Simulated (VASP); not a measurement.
Input for VASP

POSCAR:
```
Au
1
    0.0000000000     2.0808000000     2.0808000000
    2.0808000000     0.0000000000     2.0808000000
    2.0808000000     2.0808000000     0.0000000000
Au
1
Direct
  0.0000000000   0.0000000000   0.0000000000
```

KPOINTS:
```
k-points along high-symmetry lines
6
Line-mode
Reciprocal
  0.000000   0.000000   0.000000 ! GAMMA
  0.500000   0.000000   0.500000 ! X

  0.500000   0.000000   0.500000 ! X
  0.625000   0.250000   0.625000 ! U

  0.375000   0.375000   0.750000 ! K
  0.000000   0.000000   0.000000 ! GAMMA

  0.000000   0.000000   0.000000 ! GAMMA
  0.500000   0.500000   0.500000 ! L

  0.500000   0.500000   0.500000 ! L
  0.500000   0.250000   0.750000 ! W

  0.500000   0.250000   0.750000 ! W
  0.500000   0.000000   0.500000 ! X
```

INCAR:
```
SYSTEM = Au
PREC = Accurate
ENCUT = 400
EDIFF = 1E-6
NELM = 100
ALGO = Normal
LREAL = .FALSE.
LASPH = .TRUE.
ISMEAR = 1
SIGMA = 0.1
GGA = PE
LMAXMIX = 6
LWAVE = .FALSE.
LCHARG = .FALSE.
ISIF = 2
```

POTCAR, in this order: Au (PBE.64 set). Program: vasp_std.

The run wrote:

**standard output**
```
 POSCAR found type information on POSCAR Au
 POSCAR found :  1 types and       1 ions
 Reading from existing POTCAR
 Reading from existing POTCAR
 LDA part: xc-table for (Slater+PW92), standard interpolation
 POSCAR, INCAR and KPOINTS ok, starting setup
 WAVECAR not read
 entering main loop
       N       E                     dE             d eps       ncg     rms          rms(c)
DAV:   1     0.338943671338E+02    0.33894E+02   -0.51990E+03   784   0.860E+02
DAV:   2    -0.314800786525E+01   -0.37042E+02   -0.33387E+02   669   0.168E+02
DAV:   3    -0.340306044404E+01   -0.25505E+00   -0.25494E+00   740   0.150E+01
DAV:   4    -0.340365600452E+01   -0.59556E-03   -0.59556E-03   748   0.781E-01
DAV:   5    -0.340365976493E+01   -0.37604E-05   -0.37610E-05   738   0.560E-02    0.919E+00
DAV:   6    -0.328254605413E+01    0.12111E+00   -0.37086E-01   654   0.579E+00    0.582E+00
DAV:   7    -0.327162612925E+01    0.10920E-01   -0.57917E-02   674   0.228E+00    0.217E+00
DAV:   8    -0.327066989403E+01    0.95624E-03   -0.21327E-03   681   0.458E-01    0.120E-01
DAV:   9    -0.327066837380E+01    0.15202E-05   -0.14983E-05   726   0.383E-02    0.173E-02
DAV:  10    -0.327067425296E+01   -0.58792E-05   -0.37143E-06   666   0.246E-02    0.972E-04
DAV:  11    -0.327067412209E+01    0.13087E-06   -0.26500E-08   338   0.159E-03
   1 F= -.32706741E+01 E0= -.32700829E+01  d E =-.177352E-02
```

File OUTCAR:
```
------------------------ aborting loop because EDIFF is reached ----------------------------------------
  FORCE on cell =-STRESS in cart. coord.  units (eV):
  Direction    XX          YY          ZZ          XY          YZ          ZX
  --------------------------------------------------------------------------------------
  Total        0.5270884      0.5270884      0.5270884      0.0000000     -0.0000000      0.0000000
  in kB       46.8676329     46.8676329     46.8676329      0.0000000     -0.0000000      0.0000000
  external PRESSURE =      46.8676329 kB  Pullay stress =       0.0000000 kB
  volume of cell :       18.02
      direct lattice vectors                 reciprocal lattice vectors
     0.000000000  2.080800000  2.080800000    -0.240292195  0.240292195  0.240292195
     2.080800000  0.000000000  2.080800000     0.240292195 -0.240292195  0.240292195
     2.080800000  2.080800000  0.000000000     0.240292195  0.240292195 -0.240292195
 POSITION                                       TOTAL-FORCE (eV/Angst)
 -----------------------------------------------------------------------------------
      0.00000      0.00000      0.00000         0.000000      0.000000      0.000000
 -----------------------------------------------------------------------------------
    total drift:                               -0.000000     -0.000000     -0.000000
  FREE ENERGIE OF THE ION-ELECTRON SYSTEM (eV)
  ---------------------------------------------------
  free  energy   TOTEN  =        -3.2706741221 eV

  energy  without entropy=       -3.2689006054  energy(sigma->0) =       -3.27008295
```
(Selected blocks of OUTCAR.)

### Question
The run ends quietly. Is anything wrong with it?

### Answer
The cause: a line-mode KPOINTS file was used for a self-consistent run. The run ends without an error. Against the sound run, the energy per atom (σ→0) drops by 0.041 eV/atom; the pressure goes up by 5.36 GPa. To mend it, correct KPOINTS.
KPOINTS:
```
Automatic mesh
0
Gamma
11 11 11
0 0 0
```
The mended run (PBE GGA, plane waves, VASP's PBE PAW potentials (set 64)) converges, and its OSZICAR ends with
```
   1 F= -.32290706E+01 E0= -.32291169E+01  d E =0.138760E-03
```

The compound is Au in the fcc structure. The cell was not relaxed at this level.
